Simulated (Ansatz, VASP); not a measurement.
# Two plane-wave programs on InAgF2

The input INCAR:

```
ALGO = Normal ; EDIFF = 1E-6
ENCUT = 520 ; GGA = PE
ISIF = 2 ; ISMEAR = 0
LASPH = T ; LCHARG = F
LREAL = F ; LWAVE = F
NBANDS = 27 ; NELM = 100
PREC = Accurate ; SIGMA = 0.1
```

Contents of KPOINTS:

```
k-points
0
Gamma
  6 6 4
```

File POSCAR:

```
InAgF2
1.0
    3.4102466000      0.0000000000      0.0000000000
   -1.7051233000      2.9533601900      0.0000000000
    0.0000000000      0.0000000000      5.6175727200
In Ag F
1 1 2
Direct
    0.0000000000      0.0000000000      0.0000000000
    0.0000000000      0.0000000000      0.5000000000
    0.3333333300      0.6666666700      0.7587244300
    0.6666666700      0.3333333300      0.2412755700
```

Input for Ansatz:

```yaml
crystal:
  lattice:
    - [3.4102466, 0.0, 0.0]
    - [-1.7051233, 2.95336019, 0.0]
    - [0.0, 0.0, 5.61757272]
  atoms:
    - { symbol: In, position: [0.0, 0.0, 0.0] }
    - { symbol: Ag, position: [0.0, 0.0, 0.5] }
    - { symbol: F, position: [0.33333333, 0.66666667, 0.75872443] }
    - { symbol: F, position: [0.66666667, 0.33333333, 0.24127557] }
basis:
  ecutwfc: 420
kpoints:
  mp_grid: { grid: [6, 6, 4] }
hamiltonian:
  xc: pbe
scf:
  occupations: { method: gaussian, width: 0.1 }
  lower_state_search: "off"
output:
  forces: true
  stress: true
  eigenvalues: true
```

Alike in both runs: task single point; functional PBE; k mesh 6 × 6 × 4; occupations gaussian, width 0.1 eV; no spin polarisation.

|  | VASP | Ansatz |
| --- | --- | --- |
| version | VASP 6.6.1 | Ansatz 0.2.0 |
| potentials or method | VASP PAW PBE potentials, release 64 (In_d, Ag, F) | scalar-relativistic, plane waves, PAW |
| plane-wave cutoff (eV) | 520 | 420 |
| valence electrons in the cell | 38 | 46 |

```tsv
	VASP	Ansatz	Ansatz less VASP
gap on the k mesh at the Fermi level (eV)	none	none	-
pressure (GPa)	23.8	24.0	+0.25
largest component of the traceless stress (GPa)	1.28	1.25	-0.031
rms of the force components (eV/Å)	0.295	0.286	-0.0083
```

Atom by atom the forces differ by 0.008 eV/Å (rms over components). A gap of «none» marks a metal or a gap that the smearing closes. The two sets of potentials don't hold the same shells in valence.

Caveats: so large a pressure means that the cell lies far from this level's equilibrium, or that cutoff or potentials fall short (VASP).
